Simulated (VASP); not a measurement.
VASP ran on this input.

**INCAR**
```
SYSTEM  =  Ni3Al
PREC  =  Accurate; ENCUT  =  520; LREAL  =  .FALSE.
LASPH  =  .TRUE.
EDIFF  =  1E-7; NELM  =  100; ALGO  =  Normal
LMAXMIX  =  4
ISMEAR  =  -5
GGA  =  MK; LUSE_VDW  =  .TRUE.; AGGAC  =  0.0
PARAM1  =  0.1234568; PARAM2  =  0.7114; ZAB_VDW  =  -1.8867
MAGMOM  =  -0.0 3*0.2
ISPIN  =  2
ISIF  =  2
LWAVE  =  .FALSE.; LCHARG  =  .TRUE.; LORBIT  =  11
NEDOS  =  601
LEFG  =  .TRUE.
```

File KPOINTS:
```
Regular mesh
0
Gamma
 10 10 10
```

File POSCAR:
```
Ni3Al
1
    3.5442658352     0.0000000000     0.0000000000
    0.0000000000     3.5442658352     0.0000000000
    0.0000000000     0.0000000000     3.5442658352
Al Ni
1 3
Direct
  0.0000000000   0.0000000000   0.0000000000
  0.0000000000   0.5000000000   0.5000000000
  0.5000000000   0.0000000000   0.5000000000
  0.5000000000   0.5000000000   0.0000000000
```

POTCAR, in this order: Al Ni (PBE.64 set). Program: vasp_std.

Problem. Translate this rev-vdW-DF2 calculation to Quantum ESPRESSO's pw.x.

Solution. One equivalent input (not run):
```
&CONTROL
  calculation = 'scf'
  pseudo_dir = './pseudo'
  outdir = './out'
  tprnfor = .true.
  tstress = .true.
/
&SYSTEM
  ibrav = 0
  nat = 4
  ntyp = 2
  ecutwfc = 98
  occupations = 'tetrahedra'
  input_dft = 'vdw-df2-b86r'
  nspin = 2
  starting_magnetization(2) = 0.02
/
&ELECTRONS
  conv_thr = 7.3e-09
  electron_maxstep = 100
/
ATOMIC_SPECIES
  Al 26.982 Al.upf
  Ni 58.693 Ni.upf
CELL_PARAMETERS angstrom
     3.5442658    0.0000000    0.0000000
     0.0000000    3.5442658    0.0000000
     0.0000000    0.0000000    3.5442658
ATOMIC_POSITIONS crystal
  Al   0.0000000  0.0000000  0.0000000
  Ni   0.0000000  0.5000000  0.5000000
  Ni   0.5000000  0.0000000  0.5000000
  Ni   0.5000000  0.5000000  0.0000000
K_POINTS automatic
  10 10 10 0 0 0
```
Limits of the translation: the potentials are each code's own (VASP's PAW set, PseudoDojo norm-conserving files in pw.x), so ENCUT and ecutwfc are chosen apart and not converted; conv_thr bounds pw.x's estimated SCF error, while EDIFF bounds the energy change between steps; starting_magnetization is a fraction of the valence charge and MAGMOM a moment in μB, so they match only roughly; the field gradients of LEFG aren't asked of the other code.

The compound is Ni3Al in the L1_2 structure. It was relaxed first.
